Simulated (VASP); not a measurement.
These are r2SCAN meta-GGA, VASP's PBE PAW potentials (set 64) (plane waves; VASP) values and carry that method's errors.

The input files of a VASP run:

### POSCAR
```
KMgH3
1.0
  3.9881000000   0.0000000000   0.0000000000
  0.0000000000   3.9881000000   0.0000000000
  0.0000000000   0.0000000000   3.9881000000
K Mg H
1 1 3
Direct
  0.0000000000   0.0000000000   0.0000000000
  0.5000000000   0.5000000000   0.5000000000
  0.5000000000   0.0000000000   0.5000000000
  0.0000000000   0.5000000000   0.5000000000
  0.5000000000   0.5000000000   0.0000000000
```

KPOINTS:
```
Automatic mesh
0
gamma
 5 5 5
```

INCAR:
```
SYSTEM  =  KMgH3
PREC  =  Accurate; ENCUT  =  400; LREAL  =  .FALSE.
LASPH  =  .TRUE.
EDIFF  =  1E-6; NELM  =  100; ALGO  =  Normal
LMIXTAU  =  .TRUE.
ISMEAR  =  0; SIGMA  =  0.05
METAGGA  =  R2SCAN
IBRION  =  2; NSW  =  60; ISIF  =  3
EDIFFG  =  -0.02
LWAVE  =  .FALSE.; LCHARG  =  .FALSE.
```

POTCAR, in this order: K_sv Mg H (PBE.64 set). Program: vasp_std.

What will the output report for the number of irreducible k-points (NKPTS), number of bands (NBANDS), largest plane-wave count, number of space-group operations, FFT grid (NGX, NGY, NGZ)?

```yaml
number of irreducible k-points (NKPTS): 10
number of bands (NBANDS): 11
largest_plane_wave_count: 1189
number_of_space_group_operations: 48
FFT grid (NGX, NGY, NGZ): 28 × 28 × 28
```

The structure comes from a computed database's KMgH3 entry (Pm-3m); how it stands against other phases isn't given here. This run relaxes it. Symmetry was kept, so distortions that lower it aren't found. The start is the result of an earlier pass.
